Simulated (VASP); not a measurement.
Here is the system:

```
CELL_PARAMETERS angstrom
      0.00000     1.97003     1.97003
      1.97003     0.00000     1.97003
      1.97003     1.97003     0.00000
ATOMIC_POSITIONS crystal
  Li 0.00000 0.00000 0.00000
  H  0.50000 0.50000 0.50000
```

Calculation: MS2 meta-GGA, VASP's PBE PAW potentials (set 64) (plane waves; VASP). Run with 520 eV cut-off, 13×13×13 Γ-centred mesh, tetrahedra with Blöchl corrections, potentials Li_sv H.

Question: Give the energies of bands 2 to 4 at the high-symmetry points, in eV from the valence-band maximum.

Answer: 
```json
[
 {"band": "2", "Γ": "-5.66", "X": "0.00", "U": "-0.55", "L": "-2.76", "W": "-0.26"},
 {"band": "3", "Γ": "18.07", "X": "3.48", "U": "4.70", "L": "5.57", "W": "5.90"},
 {"band": "4", "Γ": "19.36", "X": "11.76", "U": "8.38", "L": "15.20", "W": "5.90"}
]
```

The gap is direct, 3.48 eV, from the valence maximum at X to the conduction minimum at X.

The compound is LiH in the rock salt structure. It was relaxed first, which changed the volume by -10 %.
